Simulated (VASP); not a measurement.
```
CELL_PARAMETERS angstrom
      6.33033     0.00000     0.00000
      0.00000     6.33033     0.00000
      0.00000     0.00000     6.33033
ATOMIC_POSITIONS crystal
  Cd 0.50000 0.00000 0.50000
  Cd 0.50000 0.00000 0.00000
  Cd 0.50000 0.50000 0.00000
  Cd 0.00000 0.50000 0.00000
  Cd 0.00000 0.50000 0.50000
  Cd 0.00000 0.00000 0.50000
  As 0.25000 0.75000 0.75000
  As 0.75000 0.75000 0.25000
  As 0.75000 0.25000 0.75000
  As 0.25000 0.25000 0.25000
```

All values below come from PBEsol GGA, VASP's PBE PAW potentials (set 64) (plane waves; VASP). Numerical set-up: 400 eV cut-off, Gaussian smearing of 0.050 eV, potentials Cd As.

Question: Give the energies of bands 39 to 52 at the high-symmetry points, in eV from the Fermi level.

Answer: 
```json
[
 {"band": "39", "Γ": "-3.10", "X": "-3.27", "M": "-3.50", "R": "-1.17"},
 {"band": "40", "Γ": "-2.88", "X": "-3.27", "M": "-3.50", "R": "-1.17"},
 {"band": "41", "Γ": "-1.84", "X": "-2.28", "M": "-1.99", "R": "-1.15"},
 {"band": "42", "Γ": "-1.84", "X": "-2.28", "M": "-1.99", "R": "-1.15"},
 {"band": "43", "Γ": "-1.84", "X": "-1.64", "M": "-1.36", "R": "-1.15"},
 {"band": "44", "Γ": "-1.18", "X": "-1.64", "M": "-1.36", "R": "-0.85"},
 {"band": "45", "Γ": "-0.43", "X": "-0.90", "M": "-0.41", "R": "-0.85"},
 {"band": "46", "Γ": "-0.43", "X": "-0.90", "M": "-0.41", "R": "-0.85"},
 {"band": "47", "Γ": "0.20", "X": "1.24", "M": "0.93", "R": "-0.19"},
 {"band": "48", "Γ": "0.20", "X": "1.24", "M": "0.93", "R": "-0.19"},
 {"band": "49", "Γ": "0.20", "X": "1.99", "M": "2.22", "R": "-0.19"},
 {"band": "50", "Γ": "0.99", "X": "1.99", "M": "2.22", "R": "3.23"},
 {"band": "51", "Γ": "0.99", "X": "3.19", "M": "3.34", "R": "3.23"},
 {"band": "52", "Γ": "0.99", "X": "3.19", "M": "3.34", "R": "3.23"}
]
```

It has no gap at this level: it comes out as a metal or semimetal.

The structure comes from a computed database's Cd3As2 entry (Pn-3m); how it stands against other phases isn't given here. It was relaxed first, which changed the volume by -7 %.
